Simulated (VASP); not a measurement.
Write the native input for VASP 6.6.1 that does the following.

```
Task                   : relaxation of cell and atoms
Functional             : r2SCAN
Dispersion             : rVV10
Potentials or basis    : VASP PAW PBE potentials, release 64 (Mo_sv)
Cutoff                 : 600 eV
k mesh                 : 18 × 18 × 18
Occupations            : gaussian, width 0.1 eV
Spin                   : no spin polarisation
Further INCAR settings : ALGO = Normal; EDIFF = 1e-07; IBRION = 2; EDIFFG = -0.005; NSW = 90; ISIF = 3
```

The structure of Mo lies in POSCAR:

```
Mo
1.0
   -1.5838089700      1.5838089700      1.5838089700
    1.5838089700     -1.5838089700      1.5838089700
    1.5838089700      1.5838089700     -1.5838089700
Mo
1
Direct
    0.0000000000      0.0000000000      0.0000000000
```

The input as run:

INCAR

```
ALGO = Normal ; BPARAM = 11.95
CPARAM = 0.0093 ; EDIFF = 1E-7
EDIFFG = -0.005 ; ENCUT = 600
IBRION = 2 ; ISIF = 3
ISMEAR = 0 ; IVDW_NL = 2
LASPH = T ; LCHARG = F
LMIXTAU = T ; LREAL = F
LUSE_VDW = T ; LWAVE = F
METAGGA = R2SCAN ; NELM = 80
NSW = 90 ; PREC = Accurate
SIGMA = 0.1
```

KPOINTS

```
k-points
0
Gamma
  18 18 18
```

Potentials or basis: VASP PAW PBE potentials, release 64 (Mo_sv).

Command:

```sh
$ cat potpaw_PBE.64/Mo_sv/POTCAR > POTCAR
$ mpirun -np 1 vasp_std > vasp.out
```

It gave:

```yaml
Relaxed_volume: 15.61 Å³/atom
Relaxed_cell: a = 2.727 Å, b = 2.727 Å, c = 2.727 Å, α = 109.47°, β = 109.47°, γ = 109.47°
Space_group_after_relaxing_to_0.05_Å: Im-3m (No. 229)
Energy_gained_by_relaxing: 4.3 meV/atom
Ionic_steps: 4
Pressure_after_relaxing: 0.0 GPa
Band_gap_on_the_k_mesh: none (metal or under the smearing width)
```

Caveat: the PAW data sets were made with another functional, which shifts forces and pressure a little.

It took 5.1 min on 1 thread of Intel(R) Xeon(R) Platinum 8488C (Sapphire Rapids) (shared host), peak memory 0.26 GiB.
